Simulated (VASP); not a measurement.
Here is the system:

```xyz
3
Lattice="2.0150 -3.4901 0.0000 2.0150 3.4901 0.0000 0.0000 0.0000 5.2200" Properties=species:S:1:pos:R:3 pbc="T T T"
Te     2.0150     1.1634     1.3259
Te     2.0150    -1.1634     3.8941
Pt     0.0000     0.0000     0.0000
```

Level of theory: PBE GGA, VASP's PBE PAW potentials (set 64) (plane waves; VASP). Numerical set-up: 400 eV cut-off, KSPACING 0.16 per Å, first-order Methfessel-Paxton smearing of 0.10 eV, potentials Te Pt.

Gaps are read on the run's mesh, which can miss a band edge. Unless said otherwise, spin-orbit coupling is left out, though it shifts the bands of the heavy elements here.

### Question
Predict the energy per atom (σ→0), pressure, band gap (on the k-mesh) with the smallest direct gap where there is one.

### Answer

```yaml
band gap (on the k-mesh): none (metal, semimetal or under 0.01 eV)
energy per atom (σ→0): -4.501 eV/atom
pressure: 5.60 GPa
```

The absolute energy has meaning only against runs of the same code, potentials and settings.

The compound is PtTe2 in the 1T layered structure. The cell was not relaxed at this level. The run is one of a series of settings (KGAMMA = .TRUE., KSPACING = 0.16, KPOINTS file removed against the base run), some of them coarse on purpose.
